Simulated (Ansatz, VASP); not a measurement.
# H in two plane-wave programs, part 2 of 2

One calculation is typed for both programs; each brings its own data sets. How far apart do they land? The cell is taken from a series of runs on this material, whose earlier steps may have relaxed, scaled, displaced or heated it; both programs get it as it stands.

VASP 6.6.1 and Ansatz 0.2.0.

So far: Set-up; VASP: zone-centre phonons, PBEsol with D4.

**3. Ansatz: zone-centre phonons, PBEsol with D4**

Level of this step: Ansatz beside VASP: Kohn-Sham DFT, plane waves, PBEsol with D4 (Ansatz).

Ansatz runs on its default PAW (the set named soft_2) files.

The same cell, functional and mesh now go to Ansatz, which takes its cutoff from its data sets.

Input file input.yaml:

```yaml
crystal:
  lattice:
    - [-1.6514202762, 1.6514202762, 2.139234935]
    - [1.6514202762, -1.6514202762, 2.139234935]
    - [1.6514202762, 1.6514202762, -2.139234935]
  atoms:
    - { symbol: H, position: [0.911219418, 0.911219418, 0.0] }
    - { symbol: H, position: [0.088780582, 0.088780582, 0.0] }
kpoints:
  mp_grid: { grid: [8, 8, 8] }
hamiltonian:
  xc: pbesol
  dispersion: d4
scf:
  occupations: { method: fixed }
output:
  eigenvalues: true
phonons:
  method: dfpt
  qmesh: [4, 4, 4]
  temperatures: { t_max: 1000, t_step: 50 }
  qpath:
    path:
      - [[0.0, 0.0, 0.0], [0.0, 0.0, 0.5], [0.25, 0.25, 0.25], [0.0, 0.5, 0.0], [0.0, 0.0, 0.0], [0.5, 0.5, -0.5], [0.39898353, 0.60101647, -0.39898353]]
      - [[-0.39898353, 0.39898353, 0.39898353], [0.0, 0.0, 0.0]]
      - [[0.0, 0.0, 0.5], [-0.29796707, 0.29796707, 0.5]]
      - [[0.5, 0.5, -0.29796707], [0.5, 0.5, -0.5]]
    npoints: 10
  non_analytic_term:
    high_frequency_dielectric_tensor: [[1.498, 0.0, 0.0], [0.0, 1.498, 0.0], [0.0, 0.0, 1.7062]]
    born_effective_charges:
      - { species: H, tensor: [[0.0, 0.0, 0.0], [0.0, 0.0, 0.0], [0.0, 0.0, 0.0]] }
      - { species: H, tensor: [[0.0, 0.0, 0.0], [0.0, 0.0, 0.0], [0.0, 0.0, 0.0]] }
    source: "zone-centre run at this cell"
```

The run is started by

```console
$ ansatz run input.yaml --threads 4 --pin off --max-ram 7168MiB --backend cpu --events-out ev --progress --plain --runs-dir out
```

Numbers of over 12 decimals in the logs are rounded to 6 here.

The program printed:

```text
Engine: ansatz 0.2.0, aarch64-unknown-linux-gnu
Pseudopotentials: kind: paw
Pseudopotential: H, paw, valence charge 1, recommended cutoff 420 eV (normal), H.paw.azcp
Functional definition: PBEsol
  exchange = pbesol_x
  correlation = pbesol_c
Crystal: 2 atoms, lattice volume = 23.336 Å³
Basis set: ecut = 420 eV, 483 PW (Γ), exchange–correlation on 48×48×48 points (8 copies of the dense FFT grid, shifted against one another)
Bands: 5, of which v1, the nominal top of the filled ones, is band 1 counted from 1 (0 counted from 0)
Symmetry: 16 space group operations
k-points: 59 of 512
Non-local potential: H, projectors of the file, l = 0: 2, l = 1: 1
PAW form: soft (Blöchl's): semilocal exchange-correlation on the pseudo side does not see the compensation charge
PAW one-centre angular grid: H, 110 points (default); XC on 64 Gauss nodes
Initial density: superposition of atomic densities (neutral atoms: chi_scale 0, normalization atom), corrected by the library's trained network
Initial wavefunctions: pseudopotential atomic-orbital guess
Functional: x = pbesol(κ = 0.804, μ = 0.123457), c = pbesol(β = 0.046)
SCF iter   1: F=—  HF=-31.250744 eV  |F-HF|=—  |Δ(HF+E_count)|=         —  Δρ=3.29e-3  dr2=1.69e-3  ethr=1.77e-3  ⟨swp⟩=3.3  Hψ=2174  notcnv=0  defer=105
preconditioner: auto → none  [insulator: Δε(μ)=8.597 eV  Ē_g=16.522 eV  n_scr=0 (ndim 8)  ℏωp=10.9 eV  f_vac=0.002  ε∞_Penn≈1.4]
SCF iter   2: F=—  HF=-31.250695 eV  |F-HF|=—  |Δ(HF+E_count)|=   4.87e-5  Δρ=1.18e-3  dr2=2.01e-4  ethr=8.44e-5  ⟨swp⟩=2.0  Hψ=842  notcnv=0  defer=109
SCF iter   3: F=—  HF=-31.250780 eV  |F-HF|=—  |Δ(HF+E_count)|=   8.43e-5  Δρ=1.06e-4  dr2=8.97e-7  ethr=1.00e-5  ⟨swp⟩=3.0  Hψ=475  notcnv=0  defer=115
SCF iter   4: F=—  HF=-31.250785 eV  |F-HF|=—  |Δ(HF+E_count)|=   5.38e-6  Δρ=1.38e-5  dr2=3.20e-8  ethr=4.48e-8  ⟨swp⟩=2.0  Hψ=356  notcnv=0
SCF iter   5: F=—  HF=-31.250785 eV  |F-HF|=—  |Δ(HF+E_count)|=   3.50e-9  Δρ=9.30e-7  dr2=1.73e-10  ethr=1.60e-9  ⟨swp⟩=2.0  Hψ=352  notcnv=0
SCF iter   6: F=-31.250785 eV  HF=-31.250785 eV  |F-HF|=1.17e-13  |Δ(HF+E_count)|=  1.46e-10  Δρ=8.87e-8  dr2=1.03e-12  ethr=1.00e-12  ⟨swp⟩=6.5  Hψ=1408  notcnv=0
SCF 1 converged in 6 iterations: F = -31.250785 eV  dr2 = 1.03e-12
  greatest PAW one-centre occupation: 0.364 electrons in one spin orbital (limit 2), on the H atom at site 1 (counted from 0), in its partial waves of l = 0
NSCF: frozen V_eff on 59 k-points
NSCF: frozen V_eff on 95 k-points
DFPT response loops at q = (0, 0, 0) (fractional): preconditioner auto → none (the input reference at scf.mixing.eps_inf says where Resta's filter doesn't serve); β = 0.50; Broyden in place of MSR1
NSCF: frozen V_eff on 576 k-points
DFPT response loops at q = (0, 0, 0.25) (fractional): mixed as the last ones told, above
NSCF: frozen V_eff on 300 k-points
DFPT response loops at q = (0, 0, -0.5) (fractional): mixed as the last ones told, above
NSCF: frozen V_eff on 576 k-points
DFPT response loops at q = (0, 0.25, 0) (fractional): mixed as the last ones told, above
NSCF: frozen V_eff on 1024 k-points
DFPT response loops at q = (0, 0.25, 0.25) (fractional): mixed as the last ones told, above
NSCF: frozen V_eff on 300 k-points
DFPT response loops at q = (0, -0.5, 0) (fractional): mixed as the last ones told, above
NSCF: frozen V_eff on 1024 k-points
DFPT response loops at q = (0, -0.5, 0.25) (fractional): mixed as the last ones told, above
NSCF: frozen V_eff on 280 k-points
DFPT response loops at q = (0.25, 0.25, 0.25) (fractional): mixed as the last ones told, above
NSCF: frozen V_eff on 328 k-points
DFPT response loops at q = (0.25, 0.25, -0.25) (fractional): mixed as the last ones told, above
NSCF: frozen V_eff on 576 k-points
DFPT response loops at q = (0.25, -0.5, -0.5) (fractional): mixed as the last ones told, above
NSCF: frozen V_eff on 328 k-points
DFPT response loops at q = (0.25, -0.25, 0.25) (fractional): mixed as the last ones told, above
NSCF: frozen V_eff on 576 k-points
DFPT response loops at q = (0.25, -0.25, -0.5) (fractional): mixed as the last ones told, above
NSCF: frozen V_eff on 190 k-points
DFPT response loops at q = (-0.5, -0.5, -0.5) (fractional): mixed as the last ones told, above
WARN: phonons: 17488 modes above zero would be rigid motions if what is in doubt were free, and are counted in the zero-point energy, free energy, entropy and heat capacity. With what each adds to F at 1000 K, by the weight of its row in the mesh: 34.12 cm⁻¹ (-0.000 eV; rigid weight 1.000, of which rotation 0.773), 77.54 cm⁻¹ (-0.000 eV; rigid weight 1.000, of which rotation 0.000), 10.81 cm⁻¹ (-0.000 eV; rigid weight 1.000, of which rotation 0.000), 14.83 cm⁻¹ (-0.000 eV; rigid weight 1.000, of which rotation 0.001), 15.33 cm⁻¹ (-0.000 eV; rigid weight 1.000, of which rotation 0.000), 105.76 cm⁻¹ (-0.000 eV; [rest of the remark cut]
SCF converged after 6 iterations
Free energy (F): -31.250785 eV
Harris-Foulkes:  -31.250785 eV  (|F-HF|=1.17e-13)
Internal energy: -31.250785 eV  (E = F + TS)
E sigma→0 (E₀):  -31.250785 eV
Fermi energy:    -7.718276 eV
--- Per-component energies (eV) ---
  E_band       = -17.188507
  E_kinetic    = 26.315506
  E_local      = -43.259458  (includes V_loc(G=0)·N_el)
  E_nonlocal   = 3.257290
  E_hartree    = 9.917864
  E_xc         = -16.989234
  E_vxc        = -22.016896  (∫ρ·V_xc dr)
  E_paw        = -1.044241  (= ΣΔE_a)
  E_vpaw       = -1.318273  (= ΣTr[D̂ρ^β])
  E_aug_tail   = -0.002407  (compensation charges beyond the density's cutoff)
  E_ewald      = -9.426531
  E_disp       = -0.019573  (pairwise vdW)
  E_smearing   = -0.000000  (= −TS)
  E_closure    = 0.000000  (closes the sum)
  Σ components = -31.250785   (vs F -31.250785, Δ=0.00e0)
--- Band table (eV; the first three rows and the last of 59) ---
  k-point 0: bands = ["-10.1682", "5.8713", "9.1339", "15.5928", "15.5928"]
  k-point 1: bands = ["-9.9307", "5.2974", "8.4241", "14.0507", "15.3391"]
  k-point 2: bands = ["-9.3009", "4.1847", "7.1687", "12.1813", "12.4517"]
  k-point 58: bands = ["-7.7183", "1.6248", "7.4994", "8.7106", "8.7106"]
--- Phonons (Γ-DFPT): 2 representative perturbations + reference (Σ response iterations 8) ---
  ASR residual: 5.487e-5 → 0.000e0 eV/Å²; symmetrization residual: 4.263e-14 eV/Å²
  pairwise dispersion correction: d4 (s6 = 1.0, s8 = 1.71885698, s9 = 1.0, a1 = 0.47901421, a2_bohr = 5.96771589), with the weights of each atom's references fixed at the reference crystal's, and the forces and stress that the weights' published response gives there kept as a pressure on the atom's counted neighbours (hamiltonian.dispersion)
  ASR residual per site (eV/Å²): 5.49e-5 5.49e-5
  Γ frequencies (cm⁻¹): 0.00 0.00 0.00 172.06 172.06 4215.05
  non-analytic LO–TO correction: not included (the crystal's symmetry clears its Born effective charges)
--- Phonons (arbitrary-q DFPT): 13 irreducible q on the 4×4×4 mesh ---
  q = [0.0000, 0.0000, 0.0000] (star 1, of the zone-centre solve; hermiticity 2.59e-15, symmetrization 1.29e-15): -0.00 -0.00 0.00 172.06 172.06 4215.05
  q = [0.0000, 0.0000, 0.2500] (star 4, 2 solved perturbations in 452 linear systems a pass and spin channel, the states on 288 of 512 k-point pairs; hermiticity 1.50e-9, symmetrization 1.51e-15): 34.12 77.54 105.76 107.18 209.26 4220.80
  q = [0.0000, 0.0000, -0.5000] (star 2, 2 solved perturbations in 245 linear systems a pass and spin channel, the states on 150 of 512 k-point pairs; hermiticity 8.58e-16, symmetrization 1.50e-15): -151.15 108.71 132.10 155.94 241.55 4226.66
  q = [0.0000, 0.2500, 0.0000] (star 8, 3 solved perturbations on 288 of 512 k-point pairs; hermiticity 3.23e-9, symmetrization 1.29e-15): 60.35 67.27 113.56 133.47 189.46 4220.69
  q = [0.0000, 0.2500, 0.2500] (star 16, 3 solved perturbations on 512 of 512 k-point pairs: no pair is spared here; hermiticity 2.21e-9, symmetrization 1.50e-15): -52.06 102.96 119.52 149.19 201.96 4226.40
  q = [0.0000, -0.5000, 0.0000] (star 4, 3 solved perturbations on 150 of 512 k-point pairs; hermiticity 1.47e-9, symmetrization 1.75e-14): 77.72 87.40 94.91 162.53 203.48 4226.21
  q = [0.0000, -0.5000, 0.2500] (star 8, 2 solved perturbations in 800 linear systems a pass and spin channel, the states on 512 of 512 k-point pairs; hermiticity 2.53e-9, symmetrization 1.50e-15): 89.05 109.61 124.82 141.88 161.62 4226.44
  q = [0.2500, 0.2500, 0.2500] (star 2, 2 solved perturbations in 227 linear systems a pass and spin channel, the states on 140 of 512 k-point pairs; hermiticity 8.10e-11, symmetrization 1.50e-15): 127.91 129.68 129.68 149.43 149.43 4226.18
  q = [0.2500, 0.2500, -0.2500] (star 2, 2 solved perturbations in 264 linear systems a pass and spin channel, the states on 164 of 512 k-point pairs; hermiticity 3.29e-9, symmetrization 1.60e-15): 79.25 79.25 100.66 100.66 129.08 4227.76
  q = [0.2500, -0.5000, -0.5000] (star 8, 3 solved perturbations on 288 of 512 k-point pairs; hermiticity 3.48e-9, symmetrization 1.50e-15): -80.87 56.84 117.74 126.19 173.91 4233.17
  q = [0.2500, -0.2500, 0.2500] (star 4, 3 solved perturbations on 164 of 512 k-point pairs; hermiticity 4.70e-9, symmetrization 5.70e-15): 64.74 94.48 94.95 133.31 165.99 4226.71
  q = [0.2500, -0.2500, -0.5000] (star 4, 2 solved perturbations in 452 linear systems a pass and spin channel, the states on 288 of 512 k-point pairs; hermiticity 5.51e-10, symmetrization 1.35e-15): -144.60 115.93 122.60 146.44 180.18 4232.96
  q = [-0.5000, -0.5000, -0.5000] (star 1, 2 solved perturbations in 154 linear systems a pass and spin channel, the states on 95 of 512 k-point pairs; hermiticity 4.65e-15, symmetrization 1.49e-15): -137.70 -137.70 136.55 136.55 186.20 4240.11
  sum rule: each row above includes the acoustic sum rule's correction from the zone centre's row sums; it moved no ω² by more than (3.85 cm⁻¹)²
  mesh force constants: q→R imaginary residual 0.00e0; ASR residual 5.487e-5 → 0.000e0 eV/Å²; symmetrization residual 1.421e-14 eV/Å²
  interpolated dispersion: 94 rows × 6 modes
  density of states and harmonic sums: on the 24×24×28 q-mesh, interpolated from the force constants of a 4×4×4 supercell (no non-analytic term)
  largest difference from the sums on the solved wave vectors: F 1.35e-2 eV, S 1.89e-5 and C_V 5.40e-6 eV/K
  zero-point energy: 0.297291 eV/cell   skipped modes (ω ≤ 0): 1922, of them read as no rigid motion or as one in doubt: 1919 (4.839e-1 modes/cell left out, lowest -151.15 cm⁻¹)   rigid motions above zero, counted: 17488   left out of the sums: 8.07e-2 of the cell's modes: C_V's classical limit lies that fraction below 3 k_B per atom; for a crystal, a wire or a layer, F and S can be off by more, and a phonons.interpolated_qmesh denser along its periods is the remedy for the sampling
```

The column dr2 measures how far the density is from self-consistency, as an energy; F and HF (Harris–Foulkes) agree once it is small.

**4. Comparison**

Known differences besides the potentials themselves: fixed occupations in Ansatz, narrow Gaussian smearing in VASP; VASP's run holds the zone centre alone; the cutoff is 420 eV in Ansatz and 500 eV in VASP; Ansatz takes the dispersion share of the force constants at frozen C6 weights, VASP differentiates the full forces; VASP uses finite displacements, Ansatz perturbation theory. Total energies have different zeros and are not compared.

Both answers:

| quantity | Ansatz | VASP | difference |
| --- | --- | --- | --- |
| optical mode 1 to 2 (cm⁻¹) | 172.1 | 169.5 | +1.50 % |
| optical mode 3 (cm⁻¹) | 4215.1 | 4204.3 | +0.26 % |

Modes are paired by rising frequency, not by their patterns, so a pair may set unlike modes beside each other; they are those without the splitting of longitudinal modes.

**5. What came out**

* r.m.s. difference of the optical zone-centre modes, each program's sorted by frequency (zone-centre phonons, PBEsol with D4): 6.5 cm⁻¹
* difference in optical mode 1 to 2 (zone-centre phonons, PBEsol with D4): +1.5 %

In words: The r.m.s. difference of the optical zone-centre modes, each program's sorted by frequency is 6.5 cm⁻¹ (zone-centre phonons, PBEsol with D4). Among the rows given in per cent, the largest difference of the zone-centre phonons, PBEsol with D4 pair is in optical mode 1 to 2, +1.5 %. Such differences can come from data sets, numerical settings and the points named under the comparisons, not from the functional's error against experiment.

[Lines on the potential files, build, host, timing and source positions are cut from VASP's logs without a mark.]

[Logs are printed without paths, hosts, clocks, repeated set-up lines and the standing remarks that a program may print on its own settings, such as how far it seeks lower states.]

[Hosts, paths, dates, database ids (printed as entryN), source tags and the programs' standing remarks are cut or masked in the printed files.]
